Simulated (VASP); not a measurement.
**GaIn$_{3}$P$_{4}$ (ordered alloy cell): computed properties**

Level of theory: PBEsol GGA, VASP's PBE PAW potentials (set 64) (plane waves; VASP).

```
Quantity                                                                                               Value
---------------------------------------------  -------------------------------------------------------------
space group                                                                                        Amm2 (38)
cell                                           a = 4.0760 Å, b = 8.1571 Å, c = 11.5491 Å, α = β = γ = 90.00°
volume per atom                                                                                24.00 Å³/atom
band gap (over mesh and band path)                                                                   0.54 eV
smallest direct gap (over mesh and band path)                                                        0.54 eV
band-edge character                                                                           direct, Γ to Γ
density                                                                                           4.65 g/cm³
```

Space group Amm2 (No. 38); a = 4.076 Å, b = 8.157 Å, c = 11.549 Å, α = β = γ = 90.00°

```
atom  site  symmetry       x       y       z
----  ----  --------  ------  ------  ------
In      2b       mm2  0.5000  0.5000  0.5008
In      4d       m..  0.0000  0.2490  0.2499
P       2a       mm2  0.0000  0.0000  0.8750
P       4e       m..  0.5000  0.2608  0.1195
P       2a       mm2  0.0000  0.0000  0.3851
Ga      2b       mm2  0.5000  0.5000  0.0002
```
(The calculation used a cell of 8 atoms; values per cell refer to that cell.)

Unless said otherwise, spin-orbit coupling is left out, though it shifts the bands of the heavy elements here.

The structure was generated: GaIn3P4 was put into an ordered model structure (Amm2), which need not be its known phase. It was relaxed first. Symmetry was kept, so distortions that lower it aren't found.
